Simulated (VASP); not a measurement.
The input files of a VASP run:

INCAR:
```
SYSTEM = CeO2
PREC = Accurate
ENCUT = 600
EDIFF = 1E-7
NELM = 100
ALGO = Normal
LREAL = .FALSE.
LASPH = .TRUE.
ISMEAR = 0
SIGMA = 0.05
GGA = PE
LMAXMIX = 6
LWAVE = .FALSE.
LCHARG = .FALSE.
ISIF = 3
IBRION = 2
NSW = 40
EDIFFG = -0.01
PSTRESS = 10
```

### POSCAR
```
CeO2
1
    0.0000000000     2.7318243075     2.7318243075
    2.7318243075     0.0000000000     2.7318243075
    2.7318243075     2.7318243075     0.0000000000
Ce O
1 2
Direct
  0.0000000000   0.0000000000   0.0000000000
  0.2500000000   0.2500000000   0.2500000000
  0.7500000000   0.7500000000   0.7500000000
```

File KPOINTS:
```
Automatic mesh
0
Gamma
6 6 6
0 0 0
```

POTCAR, in this order: Ce O (PBE.64 set). Program: vasp_std.

### Question
Translate this PBE calculation to Ansatz.

### Answer
One equivalent input (not run):
Ansatz 0.2 input:
```yaml
crystal:
  lattice:
    - [0.0000000, 2.7318243, 2.7318243]
    - [2.7318243, 0.0000000, 2.7318243]
    - [2.7318243, 2.7318243, 0.0000000]
  atoms:
    - { symbol: Ce, position: [0.0000000, 0.0000000, 0.0000000] }
    - { symbol: O, position: [0.2500000, 0.2500000, 0.2500000] }
    - { symbol: O, position: [0.7500000, 0.7500000, 0.7500000] }
kpoints:
  mp_grid: { grid: [6, 6, 6] }
hamiltonian:
  xc: pbe
  pseudopotentials: { kind: paw }
scf:
  occupations: { method: gaussian, width: 0.05 }
  max_iter: 100
relax:
  max_steps: 40
  f_tol: 0.01
  cell: { p_target: 1 }
output: { forces: true, stress: true, eigenvalues: true }
```
Limits of the translation: each code has its own PAW files, so the cut-off isn't converted (ENCUT is set for VASP's; basis.ecutwfc is left out, and Ansatz then takes the one that its files recommend); Ansatz stops its SCF on the density residual and VASP on the energy change (EDIFF).

The compound is CeO2 in the fluorite structure. This run relaxes it under an external pressure of 1 GPa. Symmetry was kept, so distortions that lower it aren't found.
